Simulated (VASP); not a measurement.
# SiSnPN with PBEsol + D3(BJ): from relaxation to properties

What structure does SiSnPN take at this level, and what are its properties? The steps: rough relaxation of the start cell, relaxing cell and atoms (PBEsol + D3(BJ)), density, ELF and potential (PBEsol + D3(BJ)), band structure (PBEsol + D3(BJ)), density of states (PBEsol + D3(BJ)), field gradients at the nuclei (PBEsol + D3(BJ)) and zone-centre phonons (PBEsol + D3(BJ)). The cell is invented: it takes the structure of a Materials Project entry for SnP (space group 107 there), with some of its atoms replaced by other elements, volume scaled by an estimate. It may not be a known or stable phase.

Calculated with VASP 6.6.1; PBEsol with D3(BJ); plane waves and PAW (Sn_d, P, Si, N); invented cell.

## (1) The starting structure

Before any relaxation, the start is as follows. Symmetry: Amm2, No. 38, orthorhombic system. Conventional cell: a = 5.017 Å, b = 5.017 Å, c = 5.607 Å, α = 90.00°, β = 90.00°, γ = 90.00°. Nearest to Sn lie 3 N at 2.41 to 2.54 Å and 2 P at 2.54 Å. Nearest to P lie 3 Si at 2.41 to 2.54 Å and 2 Sn at 2.54 Å. Si has 3 P at 2.41 to 2.54 Å and 2 N at 2.54 Å nearest. N has 3 Sn at 2.41 to 2.54 Å and 2 Si at 2.54 Å nearest. It derives from SnP. it takes the structure of a Materials Project entry for SnP (space group 107 there), with some of its atoms replaced by other elements, volume scaled by an estimate. Farther neighbours and most contacts between anions are not listed.

As a file:

```xyz
4
Lattice="5.0173 0.0000 0.0000 0.0000 2.5087 2.8036 0.0000 -2.5087 2.8036" Properties=species:S:1:pos:R:3 pbc="T T T"
Sn    2.5087    0.0000    2.8002
P     0.0000    0.0000    2.4033
Si    0.0000    0.0000    5.6038
N     2.5087    0.0000    5.2069
```

## (2) Rough relaxation of the start cell

The start is only an estimate, so a cheap relaxation brings it near a minimum before any careful run. PBEsol restores the gradient expansion of exchange and is tuned for the cells of solids. A dispersion term adds the long-range attraction that semilocal functionals lack. D3 with Becke-Johnson damping keeps a finite attraction at short range.

The input, INCAR:

```
SYSTEM = SiSnPN
PREC = Normal
ENCUT = 520
EDIFF = 1E-05
NELM = 60
ISMEAR = -1
SIGMA = 0.05
LREAL = .FALSE.
ALGO = Fast
GGA = PS
IVDW = 12
NBANDS = 20
LORBIT = 11
LWAVE = .FALSE.
LCHARG = .FALSE.
KPAR = 2
IBRION = 2
NSW = 40
ISIF = 3
EDIFFG = -0.04
```

The input, POSCAR:

```
SiSnPN
1.0
    5.0173310000      0.0000000000      0.0000000000
    0.0000000000      2.5086650000      2.8035850000
    0.0000000000     -2.5086650000      2.8035850000
Sn P Si N
1 1 1 1
Direct
    0.5000000000      0.4993911000      0.4993911000
    0.0000000000      0.4286079000      0.4286079000
    0.0000000000      0.9993911000      0.9993911000
    0.5000000000      0.9286079000      0.9286079000
```

The input, KPOINTS:

```
Automatic mesh
0
Gamma
3 5 5
0 0 0
```

The projector-augmented-wave data sets are Sn_d, P, Si and N (PBE family, release 64).

Launch:

```console
> mpirun -np 2 vasp_std
```

Output:

```text
[banner, memory and clock lines left out]
running    2 mpi-ranks, on    1 nodes
 distrk:  each k-point on    1 cores,    2 groups
 distr:  one band on    1 cores,    1 groups

 POSCAR found type information on POSCAR SnP SiN
 POSCAR found :  4 types and       4 ions
|                                                                             |
|               ----> ADVICE to this user running VASP <----                  |
|                                                                             |
|     You enforced a specific xc type in the INCAR file but a different       |
|     [... a line on the potential file left out ...]
|     I HOPE YOU KNOW WHAT YOU ARE DOING!                                     |
|                                                                             |

 LDA part: xc-table for (Slater+PW92), standard interpolation
 POSCAR, INCAR and KPOINTS ok, starting setup
 FFT: planning ... GRIDC
 FFT: planning ... GRID_SOFT
 FFT: planning ... GRID
 WAVECAR not read
 entering main loop
       N       E                     dE             d eps       ncg     rms          rms(c)
DAV:   1     0.199625135093E+03    0.19963E+03   -0.13363E+04   748   0.168E+03
DAV:   2    -0.251541713383E+00   -0.19988E+03   -0.19097E+03   768   0.406E+02
DAV:   3    -0.230229428250E+02   -0.22771E+02   -0.21966E+02   896   0.116E+02
DAV:   4    -0.240014718026E+02   -0.97853E+00   -0.97255E+00   900   0.240E+01
DAV:   5    -0.240248254626E+02   -0.23354E-01   -0.23342E-01   964   0.393E+00    0.843E+00
RMM:   6    -0.231837688917E+02    0.84106E+00   -0.47518E+00   789   0.111E+01    0.675E+00
RMM:   7    -0.225011229581E+02    0.68265E+00   -0.70563E-01   829   0.633E+00    0.262E+00
RMM:   8    -0.224676995826E+02    0.33423E-01   -0.16540E-01   830   0.246E+00    0.726E-01
RMM:   9    -0.224669545624E+02    0.74502E-03   -0.38391E-02   908   0.159E+00    0.172E-01
RMM:  10    -0.224675594759E+02   -0.60491E-03   -0.86333E-03   893   0.651E-01    0.135E-01
RMM:  11    -0.224676546041E+02   -0.95128E-04   -0.10153E-03   883   0.260E-01    0.532E-02
RMM:  12    -0.224676789230E+02   -0.24319E-04   -0.37436E-04   901   0.138E-01    0.329E-02
RMM:  13    -0.224676831580E+02   -0.42350E-05   -0.68272E-05   733   0.707E-02
   1 F= -.23560806E+02 E0= -.23557405E+02  d E =-.235608E+02
 curvature:   0.00 expect dE= 0.000E+00 dE for cont linesearch  0.000E+00
 trial: gam= 0.00000 g(F)=  0.134E+00 g(S)=  0.162E+01 ort = 0.000E+00 (trialstep = 0.100E+01)
 search vector abs. value=  0.175E+01
 bond charge predicted
       N       E                     dE             d eps       ncg     rms          rms(c)
DAV:   1    -0.328849278033E+02   -0.10417E+02   -0.21158E+02   988   0.161E+02    0.219E+01
RMM:   2    -0.240646331980E+02    0.88203E+01   -0.25569E+01   796   0.519E+01    0.791E+00
RMM:   3    -0.228639739144E+02    0.12007E+01   -0.50004E+00   833   0.181E+01    0.322E+00
RMM:   4    -0.227922962145E+02    0.71678E-01   -0.19741E+00   923   0.115E+01    0.214E+00
RMM:   5    -0.228205736363E+02   -0.28277E-01   -0.48413E-01   967   0.614E+00    0.199E+00
RMM:   6    -0.228173393390E+02    0.32343E-02   -0.91767E-02   900   0.304E+00    0.494E-01
RMM:   7    -0.228199594841E+02   -0.26201E-02   -0.52924E-02  1003   0.179E+00    0.314E-01
RMM:   8    -0.228202669659E+02   -0.30748E-03   -0.48951E-03  1019   0.527E-01    0.316E-01
RMM:   9    -0.228203514156E+02   -0.84450E-04   -0.57718E-04   873   0.226E-01    0.785E-02
RMM:  10    -0.228202816599E+02    0.69756E-04   -0.27514E-04   882   0.147E-01    0.157E-02
RMM:  11    -0.228202894525E+02   -0.77926E-05   -0.10566E-04   915   0.805E-02    0.180E-02
RMM:  12    -0.228202900992E+02   -0.64672E-06   -0.11646E-05   480   0.318E-02
   2 F= -.24207417E+02 E0= -.24202684E+02  d E =-.646611E+00
[... from here on, the cycles between the ionic steps are left out ...]
   3 F= -.24327019E+02 E0= -.24323838E+02  d E =-.766212E+00
   4 F= -.24409723E+02 E0= -.24406641E+02  d E =-.827044E-01
   5 F= -.24430124E+02 E0= -.24426888E+02  d E =-.103105E+00
   6 F= -.24491022E+02 E0= -.24488828E+02  d E =-.608981E-01
   7 F= -.24501464E+02 E0= -.24499283E+02  d E =-.713400E-01
   8 F= -.24543798E+02 E0= -.24541313E+02  d E =-.423337E-01
   9 F= -.24547890E+02 E0= -.24545038E+02  d E =-.464257E-01
  10 F= -.24569886E+02 E0= -.24565639E+02  d E =-.219959E-01
  11 F= -.24571049E+02 E0= -.24566206E+02  d E =-.231589E-01
  12 F= -.24575439E+02 E0= -.24570699E+02  d E =-.439070E-02
  13 F= -.24575702E+02 E0= -.24570963E+02  d E =-.465343E-02
  14 F= -.24578157E+02 E0= -.24573162E+02  d E =-.245544E-02
  15 F= -.24578208E+02 E0= -.24573163E+02  d E =-.250595E-02
  16 F= -.24578208E+02 E0= -.24573173E+02  d E =-.250596E-02
 curvature:  -0.72 expect dE=-0.425E-03 dE for cont linesearch -0.776E-06
 trial: gam= 0.06887 g(F)=  0.499E-03 g(S)=  0.948E-04 ort = 0.105E-03 (trialstep = 0.800E+00)
 search vector abs. value=  0.656E-03
 bond charge predicted
       N       E                     dE             d eps       ncg     rms          rms(c)
DAV:   1    -0.232728871735E+02   -0.13446E-02   -0.12627E-02   808   0.949E-01    0.807E-02
RMM:   2    -0.232728227185E+02    0.64455E-04   -0.60562E-04   764   0.215E-01    0.355E-02
RMM:   3    -0.232727930591E+02    0.29659E-04   -0.10855E-04   824   0.108E-01    0.137E-02
RMM:   4    -0.232727896796E+02    0.33794E-05   -0.36134E-05   708   0.529E-02
  17 F= -.24578519E+02 E0= -.24573334E+02  d E =-.311144E-03
 trial-energy change:   -0.000311  1 .order   -0.000306   -0.000481   -0.000130
 step:   1.0977(harm=  1.0977)  dis= 0.00395  next Energy=   -24.578538 (dE=-0.330E-03)
 reached required accuracy - stopping structural energy minimisation
```

Wall time 2 min (2 MPI ranks of AMD EPYC 7R43, shared host); peak memory 0.28 GiB; 3.9 min of CPU time.

Lines that name or quote the potential files are left out of all logs, and their timing lines are given in words.

From OUTCAR (step 2):

```text
ion  position               nearest neighbor table
   1  0.500  0.499  0.499-   4 2.41   4 2.54   4 2.54   2 2.54   2 2.54
   2  0.000  0.429  0.429-   3 2.41   3 2.54   3 2.54   1 2.54   1 2.54
   3  0.000  0.999  0.999-   2 2.41   2 2.54   2 2.54
   4  0.500  0.929  0.929-   1 2.41   1 2.54   1 2.54

  LATTYP: Found a base centered orthorhombic cell.
 ALAT       =     5.0173300000
 B/A-ratio  =     1.1175605352
 C/A-ratio  =     1.0000001993

 Subroutine GETGRP returns: Found  4 space group operations
 (whereof  4 operations were pure point group operations)

The static configuration has the point symmetry C_2v.

 Found     18 irreducible k-points:

   k-points           NKPTS =     18   k-points in BZ     NKDIM =     18   number of bands    NBANDS=     20

   dimension x,y,z NGX =    28 NGY =   24 NGZ =   24
   dimension x,y,z NGXF=    56 NGYF=   48 NGZF=   48

   ENCUT  =  520.0 eV  38.22 Ry    6.18 a.u.   9.33  7.00  7.00*2*pi/ulx,y,z

   NELECT =      28.0000    total number of electrons

 k-points in reciprocal lattice and weights: Automatic mesh
   0.00000000  0.00000000  0.00000000       0.013
   0.33333333  0.00000000  0.00000000       0.027
   0.00000000  0.20000000  0.00000000       0.053
   0.33333333  0.20000000  0.00000000       0.107
   0.00000000  0.40000000  0.00000000       0.053
   0.33333333  0.40000000  0.00000000       0.107
   0.00000000  0.20000000  0.20000000       0.027
   0.33333333  0.20000000  0.20000000       0.053
   0.00000000  0.40000000  0.20000000       0.053
[...]
0.00000000 -0.40000000  0.40000000       0.027
   0.33333333 -0.40000000  0.40000000       0.053

 Edisp (eV)   -1.30667

 average (electrostatic) potential at core
       1 -97.5541       2 -79.6120       3 -80.1986       4 -59.5250

 E-fermi :   9.7669

 k-point     1 :       0.0000    0.0000    0.0000
  band No.  band energies     occupation
    ...
     11       5.8795      2.00000
     12       7.3987      2.00000
     13       7.8261      2.00000
     14       8.0347      2.00000
     15       8.5371      2.00000
     16      10.5106      0.00000
     17      14.6405      0.00000
     18      15.0206      0.00000
     19      15.4883      0.00000
     20      15.7620      0.00000

 k-point     2 :       0.3333    0.0000    0.0000
  band No.  band energies     occupation
    ...
     10       5.2955      2.00000
     11       5.5783      2.00000
     12       6.5696      2.00000
     13       6.7700      2.00000
     14       7.8368      2.00000
     15      10.8838      0.00000
     16      11.2777      0.00000
     17      13.4154      0.00000
     18      14.0885      0.00000
     19      14.4787      0.00000
    ...

 k-point     3 :       0.0000    0.2000    0.0000
  band No.  band energies     occupation
    ...
     10       4.8842      2.00000
     11       5.9434      2.00000
     12       6.8703      2.00000
     13       7.1322      2.00000
     14       7.9185      2.00000
     15      10.2364      0.00017
     16      11.9478      0.00000
     17      13.1790      0.00000
     18      13.9858      0.00000
     19      15.0097      0.00000
    ...

 Edisp (eV)   -1.30573

  Total      -0.03761    -0.05896     0.04108     0.00000     0.00000     0.00000
  in kB      -1.02383    -1.60498     1.11831     0.00000     0.00000     0.00000
  external pressure =       -0.50 kB  Pullay stress =        0.00 kB

  energy-cutoff  :      520.00
  volume of cell :       58.86
      direct lattice vectors                 reciprocal lattice vectors
     4.693250032  0.000000000  0.000000000     0.213071964  0.000000000  0.000000000
     0.000000000  2.343497820  2.675733823     0.000000000  0.213356290  0.186864626
     0.000000000 -2.343497820  2.675733823     0.000000000 -0.213356290  0.186864626

 POSITION                                       TOTAL-FORCE (eV/Angst)
 -----------------------------------------------------------------------------------
      2.34663      0.00000      2.96735         0.000000      0.000000     -0.020112
      0.00000      0.00000      2.09183         0.000000      0.000000     -0.024115
      0.00000      0.00000      5.14521         0.000000      0.000000      0.016665
      2.34663      0.00000      5.07939         0.000000      0.000000      0.027563
 -----------------------------------------------------------------------------------
    total drift:                                0.000000      0.000000     -0.008031

  FREE ENERGIE OF THE ION-ELECTRON SYSTEM (eV)
  ---------------------------------------------------
  free  energy   TOTEN  =       -24.5785191270 eV

  energy  without entropy=      -24.5681491552  energy(sigma->0) =      -24.57333414

 reached required accuracy - stopping structural energy minimisation

 total charge
# of ion       s       p       d       tot
------------------------------------------
    1        1.148   1.088  10.129  12.365
    2        1.033   1.483   0.000   2.517
    3        0.838   0.733   0.000   1.571
    4        1.284   2.263   0.000   3.547
--------------------------------------------------
tot          4.303   5.567  10.129  19.999

[... 3 further parts left out ...]
```

CONTCAR:

```
SiSnPN
   1.00000000000000
     4.6932500322204316    0.0000000000000000    0.0000000000000000
     0.0000000000000000    2.3434978196168728    2.6757338233551389
     0.0000000000000000   -2.3434978196168728    2.6757338233551389
  Sn              P               Si              N
     1     1     1     1
Direct
     0.5000000000000000    0.5544932356963658    0.5544932356963658
     0.0000000000000000    0.3908884843362951    0.3908884843362951
     0.0000000000000000    0.9614577399364955    0.9614577399364955
     0.5000000000000000    0.9491585400308431    0.9491585400308431
```

The k-mesh is coarse for a metal. This relaxation is a rough one on cheap settings, only to bring the start near its minimum. The PAW data sets were made with PBE, which is usual practice but a small mismatch for other functionals. After so large a change of volume the plane waves of the start cell no longer fit, so the final stress carries a basis-set error. The run keeps the 4 symmetry operations of its start, so it cannot find a distortion of lower symmetry.

The steps of the relaxation:

| step | energy less that of the first step (eV) | largest force (eV/Å) | pressure (GPa) | volume (Å³) |
| --- | --- | --- | --- | --- |
| 1 | 0.0000 | 1.4377 | -14.45 | 70.58 |
| 2 | -0.6466 | 1.4497 | 11.34 | 55.48 |
| 3 | -0.7662 | 1.1632 | 1.17 | 59.00 |
| 4 | -0.8489 | 0.5614 | 0.83 | 59.02 |
| 5 | -0.8693 | 0.6353 | 0.78 | 59.03 |
| 6 | -0.9302 | 0.6082 | -1.55 | 59.70 |
| 7 | -0.9407 | 0.6539 | -2.70 | 60.06 |
| 8 | -0.9830 | 0.4712 | 0.35 | 58.55 |
| 9 | -0.9871 | 0.3800 | 1.87 | 57.91 |
| 10 | -1.0091 | 0.1424 | 0.72 | 58.34 |
| 11 | -1.0102 | 0.1803 | 0.53 | 58.45 |
| 12 | -1.0146 | 0.1672 | -0.43 | 58.88 |
| 13 | -1.0149 | 0.1604 | -0.72 | 59.01 |
| 14 | -1.0174 | 0.0740 | -0.06 | 58.84 |
| 15 | -1.0174 | 0.0723 | 0.13 | 58.81 |
| 16 | -1.0174 | 0.0771 | 0.08 | 58.82 |
| 17 | -1.0177 | 0.0276 | -0.05 | 58.86 |

| conventional cell, symmetrised | before | after | change |
| --- | --- | --- | --- |
| a (Å) | 5.017 | 4.693 | -6.5 % |
| b (Å) | 5.017 | 4.687 | -6.6 % |
| c (Å) | 5.607 | 5.351 | -4.6 % |
| volume (Å³/atom) | 17.64 | 14.71 | -16.6 % |

The atoms that moved most (Å, as changes of fractional coordinates times the final cell):

| atom | dx | dy | dz | length |
| --- | --- | --- | --- | --- |
| Sn1 | 0.000 | 0.000 | 0.295 | 0.295 |
| Si3 | 0.000 | 0.000 | -0.203 | 0.203 |
| P2 | 0.000 | 0.000 | -0.202 | 0.202 |
| N4 | 0.000 | 0.000 | 0.110 | 0.110 |

Final coordinates:

```xyz
4
Lattice="4.6933 0.0000 0.0000 0.0000 2.3435 2.6757 0.0000 -2.3435 2.6757" Properties=species:S:1:pos:R:3 pbc="T T T"
Sn    2.3466    0.0000    2.9674
P     0.0000    0.0000    2.0918
Si    0.0000    0.0000    5.1452
N     2.3466    0.0000    5.0794
```

Numbers from this step:

* electrons: 28
* bands: 20
* irreducible k-points: 18
* symmetry operations: 4
* free energy (TOTEN): -24.58 eV
* energy at zero smearing: -24.57 eV
* Fermi energy: 9.767 eV
* pressure: -0.05035 GPa
* metallic: yes
* SCF cycles over all ionic steps: 119

It ends with a largest force of 0.028 eV/Å and a pressure of -0.05 GPa.

(Part 1 of 5 ends here.)

[Lines on the potential files, build, host, timing and source positions are cut from VASP's logs without a mark.]

[Logs are printed without paths, hosts, clocks, repeated set-up lines and the standing remarks that a program may print on its own settings, such as how far it seeks lower states.]

[Hosts, paths, dates, database ids (printed as entryN), source tags and the programs' standing remarks are cut or masked in the printed files.]

[A measured line is paired with the nearest computed mode of its activity, which favours agreement.]
